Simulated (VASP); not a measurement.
A convergence study with VASP on Pt (fcc): one setting is varied, all else stays as given below, so the limit is that of these other settings.

```xyz
1
Lattice="0.0000 1.9600 1.9600 1.9600 0.0000 1.9600 1.9600 1.9600 0.0000" Properties=species:S:1:pos:R:3 pbc="T T T"
Pt     0.0000     0.0000     0.0000
```

Level of theory: PBEsol GGA, VASP's PBE PAW potentials (set 64) (plane waves; VASP 6.6.1). The tightest run used: 550 eV cut-off, 26×26×26 Γ-centred mesh, first-order Methfessel-Paxton smearing of 0.10 eV, potentials Pt.

**Question.** The settings run are 1×1×1 mesh; 2×2×2 mesh; 3×3×3 mesh; 4×4×4 mesh; 5×5×5 mesh; 6×6×6 mesh; 8×8×8 mesh; 9×9×9 mesh; 10×10×10 mesh; 11×11×11 mesh; 12×12×12 mesh; 13×13×13 mesh; 14×14×14 mesh; 15×15×15 mesh; 16×16×16 mesh; 17×17×17 mesh; 18×18×18 mesh; 19×19×19 mesh; 21×21×21 mesh; 22×22×22 mesh; 23×23×23 mesh; 24×24×24 mesh; 25×25×25 mesh; 26×26×26 mesh. From which on does the stress (every component) stay within 0.5 GPa of the tightest run?

**Answer.** From 9×9×9 mesh on: it is off by 0.38 there and by no more than 0.5 in any finer run, while 8×8×8 mesh is off by 0.61.
| setting | E (eV/atom) | pressure (GPa) | irreducible k-points | difference judged (GPa) |
|---|---|---|---|---|
| 1×1×1 mesh | -16.9788 | -78.40 | 1 | 77.46 |
| 2×2×2 mesh | -2.3228 | 67.21 | 3 | 68.15 |
| 3×3×3 mesh | -6.3239 | 8.16 | 4 | 9.10 |
| 4×4×4 mesh | -7.0719 | -2.54 | 8 | 1.60 |
| 5×5×5 mesh | -6.6493 | 4.15 | 10 | 5.09 |
| 6×6×6 mesh | -7.0754 | -3.59 | 16 | 2.65 |
| 8×8×8 mesh | -6.9514 | -1.56 | 29 | 0.61 |
| 9×9×9 mesh | -6.9939 | -1.32 | 35 | 0.38 |
| 10×10×10 mesh | -6.9495 | -0.80 | 47 | 0.15 |
| 11×11×11 mesh | -6.9700 | -1.23 | 56 | 0.29 |
| 12×12×12 mesh | -6.9640 | -0.65 | 72 | 0.29 |
| 13×13×13 mesh | -6.9544 | -1.01 | 84 | 0.06 |
| 14×14×14 mesh | -6.9712 | -1.04 | 104 | 0.10 |
| 15×15×15 mesh | -6.9630 | -0.84 | 120 | 0.10 |
| 16×16×16 mesh | -6.9614 | -0.98 | 145 | 0.04 |
| 17×17×17 mesh | -6.9656 | -0.93 | 165 | 0.02 |
| 18×18×18 mesh | -6.9598 | -0.93 | 195 | 0.01 |
| 19×19×19 mesh | -6.9635 | -0.96 | 220 | 0.02 |
| 21×21×21 mesh | -6.9616 | -0.96 | 286 | 0.01 |
| 22×22×22 mesh | -6.9645 | -0.94 | 328 | 0.01 |
| 23×23×23 mesh | -6.9623 | -0.91 | 364 | 0.04 |
| 24×24×24 mesh | -6.9623 | -0.90 | 413 | 0.05 |
| 25×25×25 mesh | -6.9644 | -0.92 | 455 | 0.02 |
| 26×26×26 mesh | -6.9624 | -0.94 | 511 | 0.00 |

Left out are rungs that failed or repeat a setting and relaxations that didn't move; long series are thinned to 24 rows.

The compound is Pt in the fcc structure. The cell was not relaxed at this level.
